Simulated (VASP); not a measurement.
Method: rev-vdW-DF2, VASP's PBE PAW potentials (set 64) (plane waves; VASP).

VASP ran on this input.

**KPOINTS**
```
Regular mesh
0
gamma
  5 5 5
0 0 0
```

**INCAR**
```
AGGAC = 0.0
ALGO = Normal
EDIFF = 1E-7
ENCUT = 520
GGA = MK
ISIF = 2
ISMEAR = 0
LASPH = .True.
LCHARG = .False.
LMAXMIX = 4
LREAL = .False.
LUSE_VDW = .True.
LWAVE = .False.
NELM = 100
PARAM1 = 0.1234568
PARAM2 = 0.7114
PREC = Accurate
SIGMA = 0.05
SYSTEM = BaZrO3
ZAB_VDW = -1.8867
```

POSCAR:
```
BaZrO3
4.1275070
  0.9999999654   0.0000000000   0.0000000000
  0.0000000000   0.9999999654   0.0000000000
  0.0000000000   0.0000000000   0.9999999654
Ba Zr O
1 1 3
direct
  0.0000000000   0.0000000000   0.0000000000
  0.5000000000   0.5000000000   0.5000000000
  0.5000000000   0.0000000000   0.5000000000
  0.0000000000   0.5000000000   0.5000000000
  0.5000000000   0.5000000000   0.0000000000
```

POTCAR, in this order: Ba_sv Zr_sv O (PBE.64 set). Program: vasp_std.

Task: What will the output report for the number of irreducible k-points (NKPTS), largest plane-wave count, number of space-group operations, FFT grid (NGX, NGY, NGZ)?

Result: 
number of irreducible k-points (NKPTS): 10
largest plane-wave count: 1908
number of space-group operations: 48
FFT grid (NGX, NGY, NGZ): 32 × 32 × 32

The compound is BaZrO3 in the cubic perovskite structure. This cell is one point of a volume scan, at 0.94 of the reference volume.
